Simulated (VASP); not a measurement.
Crystal: GaP.

```
Ga P
1.0
     0.00000    2.72525    2.72525
     2.72525    0.00000    2.72525
     2.72525    2.72525    0.00000
Ga P
1 1
Direct
  0.00000 0.00000 0.00000
  0.25000 0.25000 0.25000
```

```yaml
Program: VASP 6.6.1
Task: relaxation of cell and atoms
Functional: PBE
Potentials_or_basis: VASP PAW PBE potentials, release 64 (Ga_d, P)
Cutoff: 600 eV
k_mesh: 8 × 8 × 8
Occupations: gaussian, width 0.01 eV
Spin: no spin polarisation
```

At the start: pressure 2.5 GPa; volume 20.24 Å³/atom.

Task: How do energy, volume and symmetry change on relaxing?

Result: Over 3 steps the energy falls by 4.6 meV/atom and the volume is 20.86 Å³/atom (+3.0 %); space group F-43m (No. 216, to 0.05 Å).

Step by step:
```tsv
step	energy change (eV)	largest force (eV/Å)	pressure (GPa)	volume (Å³)
1	0.0000	0.0000	2.48	40.48
2	-0.0070	0.0000	-1.06	42.35
3	-0.0092	0.0000	0.02	41.71
```

Final structure:
```cif
data_structure
_symmetry_space_group_name_H-M 'P 1'
_symmetry_Int_Tables_number 1
_cell_length_a 3.8927
_cell_length_b 3.8927
_cell_length_c 3.8927
_cell_angle_alpha 60.000
_cell_angle_beta 60.000
_cell_angle_gamma 60.000
_cell_volume 41.71
loop_
_atom_site_label
_atom_site_type_symbol
_atom_site_fract_x
_atom_site_fract_y
_atom_site_fract_z
_atom_site_occupancy
Ga1 Ga 0.00000 0.00000 0.00000 1
P1 P 0.25000 0.25000 0.25000 1
```
